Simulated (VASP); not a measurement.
Method: PBE GGA, VASP's PBE PAW potentials (set 64) (plane waves; VASP).

The input files of a VASP run:

### INCAR
```
SYSTEM = RuAl
PREC = Accurate
ENCUT = 520
EDIFF = 1E-6
NELM = 100
ALGO = Normal
LREAL = .FALSE.
LASPH = .TRUE.
ISMEAR = 1
SIGMA = 0.1
GGA = PE
LMAXMIX = 4
LWAVE = .FALSE.
LCHARG = .FALSE.
ISIF = 2
```

POSCAR:
```
RuAl
1
    3.0498000000     0.0000000000     0.0000000000
    0.0000000000     3.0498000000     0.0000000000
    0.0000000000     0.0000000000     3.0498000000
Al Ru
1 1
Direct
  0.5000000000   0.5000000000   0.5000000000
  0.0000000000   0.0000000000   0.0000000000
```

File KPOINTS:
```
K-points
0
Gamma
 11 11 11
0 0 0
```

POTCAR, in this order: Al Ru_sv (PBE.64 set). Program: vasp_std.

Output of the run:

**OSZICAR**
```
       N       E                     dE             d eps       ncg     rms          rms(c)
DAV:   1     0.135482041771E+03    0.13548E+03   -0.10320E+04  1472   0.142E+03
DAV:   2    -0.106803816240E+02   -0.14616E+03   -0.14213E+03  1711   0.397E+02
DAV:   3    -0.148537952402E+02   -0.41734E+01   -0.39112E+01  1824   0.639E+01
DAV:   4    -0.148979016561E+02   -0.44106E-01   -0.44016E-01  1581   0.731E+00
DAV:   5    -0.148985356058E+02   -0.63395E-03   -0.63392E-03  1820   0.845E-01    0.172E+01
DAV:   6    -0.143716147961E+02    0.52692E+00   -0.44004E+00  1521   0.210E+01    0.245E+00
DAV:   7    -0.142759812411E+02    0.95634E-01   -0.49330E-01  1516   0.719E+00    0.302E+00
DAV:   8    -0.142610190567E+02    0.14962E-01   -0.25316E-02  1676   0.174E+00    0.245E-01
DAV:   9    -0.142608077789E+02    0.21128E-03   -0.65540E-04  1740   0.258E-01    0.171E-01
DAV:  10    -0.142607945527E+02    0.13226E-04   -0.11678E-04  1676   0.140E-01    0.259E-02
DAV:  11    -0.142607921346E+02    0.24181E-05   -0.13773E-05  1626   0.449E-02    0.109E-02
DAV:  12    -0.142607913171E+02    0.81747E-06   -0.98514E-07   822   0.894E-03
   1 F= -.14260791E+02 E0= -.14260375E+02  d E =-.124877E-02
```

File OUTCAR:
```
------------------------ aborting loop because EDIFF is reached ----------------------------------------
  FORCE on cell =-STRESS in cart. coord.  units (eV):
  Direction    XX          YY          ZZ          XY          YZ          ZX
  --------------------------------------------------------------------------------------
  Total       -1.5322568     -1.5322568     -1.5322568     -0.0000000      0.0000000     -0.0000000
  in kB      -86.5422251    -86.5422251    -86.5422251     -0.0000000      0.0000000     -0.0000000
  external PRESSURE =     -86.5422251 kB  Pullay stress =       0.0000000 kB
  volume of cell :       28.37
      direct lattice vectors                 reciprocal lattice vectors
     3.049800000  0.000000000  0.000000000     0.327890353  0.000000000  0.000000000
     0.000000000  3.049800000  0.000000000     0.000000000  0.327890353  0.000000000
     0.000000000  0.000000000  3.049800000     0.000000000  0.000000000  0.327890353
 POSITION                                       TOTAL-FORCE (eV/Angst)
 -----------------------------------------------------------------------------------
      1.52490      1.52490      1.52490         0.000000      0.000000      0.000000
      0.00000      0.00000      0.00000         0.000000      0.000000      0.000000
 -----------------------------------------------------------------------------------
    total drift:                               -0.000000      0.000000      0.000000
  FREE ENERGIE OF THE ION-ELECTRON SYSTEM (eV)
  ---------------------------------------------------
  free  energy   TOTEN  =       -14.2607913171 eV

  energy  without entropy=      -14.2595425461  energy(sigma->0) =      -14.26037506
```
(Selected blocks of OUTCAR.)

The compound is RuAl in the CsCl type structure. The cell was not relaxed at this level. The run is one of a series of settings (ENCUT = 520, POTCAR Al Ru_sv (PBE.64 set) against the base run), some of them coarse on purpose. The electron count is odd and the run is not spin-polarised, which forces a metal.
